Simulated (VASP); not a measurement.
OSZICAR of a VASP run on MnO₂ (rutile):

### OSZICAR
```
       N       E                     dE             d eps       ncg     rms          rms(c)
DAV:   1     0.660372319369E+03    0.66037E+03   -0.28715E+04  7374   0.205E+03
DAV:   2     0.208236894099E+02   -0.63955E+03   -0.60255E+03  7704   0.581E+02
DAV:   3    -0.603145156535E+02   -0.81138E+02   -0.79044E+02  9004   0.196E+02
DAV:   4    -0.632867250611E+02   -0.29722E+01   -0.28331E+01  8362   0.339E+01
DAV:   5    -0.633373415141E+02   -0.50616E-01   -0.50518E-01  7548   0.505E+00    0.485E+01
DAV:   6    -0.566762879416E+02    0.66611E+01   -0.16156E+02  9064   0.121E+02    0.486E+01
DAV:   7    -0.499502092119E+02    0.67261E+01   -0.10853E+02  9160   0.122E+02    0.217E+01
DAV:   8    -0.479447584114E+02    0.20055E+01   -0.82310E+00  7554   0.297E+01    0.820E+00
DAV:   9    -0.476535944269E+02    0.29116E+00   -0.18104E+00  9486   0.140E+01    0.298E+00
DAV:  10    -0.476688407721E+02   -0.15246E-01   -0.18656E-01  7640   0.362E+00    0.162E+00
DAV:  11    -0.476664203769E+02    0.24204E-02   -0.17060E-02  7638   0.131E+00    0.471E-01
DAV:  12    -0.476659040595E+02    0.51632E-03   -0.51635E-03  8956   0.101E+00    0.159E-01
DAV:  13    -0.476659440549E+02   -0.39995E-04   -0.30377E-04  7848   0.144E-01    0.542E-02
DAV:  14    -0.476659397830E+02    0.42719E-05   -0.88068E-05  8280   0.655E-02    0.306E-02
DAV:  15    -0.476659363087E+02    0.34743E-05   -0.34579E-05  7814   0.813E-02    0.152E-02
DAV:  16    -0.476659360465E+02    0.26218E-06   -0.58109E-06  8210   0.325E-02    0.480E-03
DAV:  17    -0.476659361992E+02   -0.15269E-06   -0.98676E-07  9102   0.134E-02    0.197E-03
DAV:  18    -0.476659360503E+02    0.14888E-06   -0.15271E-07  3924   0.382E-03    0.995E-04
DAV:  19    -0.476659359917E+02    0.58639E-07   -0.20108E-08  3618   0.153E-03
   1 F= -.48698419E+02 E0= -.48698593E+02  d E =-.486984E+02  mag=    -0.0000
       N       E                     dE             d eps       ncg     rms          rms(c)
DAV:   1    -0.476700441260E+02   -0.41081E-02   -0.69822E+00  7200   0.182E+01    0.138E+00
DAV:   2    -0.476748149166E+02   -0.47708E-02   -0.20804E-01  8314   0.368E+00    0.895E-01
DAV:   3    -0.476697300384E+02    0.50849E-02   -0.13441E-02  9234   0.147E+00    0.549E-01
DAV:   4    -0.476679319551E+02    0.17981E-02   -0.88905E-03  9080   0.105E+00    0.292E-01
DAV:   5    -0.476677994179E+02    0.13254E-03   -0.20612E-03  7950   0.532E-01    0.100E-01
DAV:   6    -0.476677963413E+02    0.30766E-05   -0.12499E-04  7972   0.113E-01    0.620E-02
DAV:   7    -0.476677869791E+02    0.93623E-05   -0.22844E-05  8430   0.420E-02    0.203E-02
DAV:   8    -0.476677879948E+02   -0.10157E-05   -0.80956E-06  8172   0.219E-02    0.706E-03
DAV:   9    -0.476677879540E+02    0.40747E-07   -0.50560E-07  6550   0.852E-03
   2 F= -.48700340E+02 E0= -.48700494E+02  d E =-.192120E-02  mag=    -0.0000
       N       E                     dE             d eps       ncg     rms          rms(c)
DAV:   1    -0.476734549890E+02   -0.56670E-02   -0.14836E+00  7200   0.840E+00    0.635E-01
DAV:   2    -0.476745996604E+02   -0.11447E-02   -0.44880E-02  8326   0.174E+00    0.427E-01
DAV:   3    -0.476735755536E+02    0.10241E-02   -0.33573E-03  9566   0.776E-01    0.275E-01
DAV:   4    -0.476730358237E+02    0.53973E-03   -0.20869E-03  8934   0.515E-01    0.120E-01
DAV:   5    -0.476730279672E+02    0.78566E-05   -0.41579E-04  7670   0.210E-01    0.472E-02
DAV:   6    -0.476730275254E+02    0.44180E-06   -0.21459E-05  7980   0.382E-02    0.282E-02
DAV:   7    -0.476730258210E+02    0.17044E-05   -0.60799E-06  8384   0.226E-02    0.899E-03
DAV:   8    -0.476730261462E+02   -0.32519E-06   -0.19447E-06  7504   0.126E-02    0.299E-03
DAV:   9    -0.476730261567E+02   -0.10480E-07   -0.85117E-08  3630   0.336E-03
   3 F= -.48705546E+02 E0= -.48705701E+02  d E =-.712680E-02  mag=     0.0000
```

Which electronic solver shows in the log?

It is blocked Davidson (ALGO = Normal, or the opening steps of other solvers). The INCAR had ALGO = Normal.

How was spin treated?

Collinear spin (ISPIN = 2): the summary line carries one mag value, 0.00 μB in the cell.

Can the final energy be trusted as converged?

The calculation finished and met its thresholds. It stopped with EDIFF = 1E-7, NELM = 100, NSW = 30 and EDIFFG = -0.01 after 3 ionic steps (PBE GGA with D3 dispersion (Becke-Johnson damping), plane waves, VASP's PBE PAW potentials (set 64)).

The compound is MnO2 in the rutile structure. This cell is one point of a volume scan, at 0.94 of the reference volume. Symmetry was kept, so distortions that lower it aren't found.
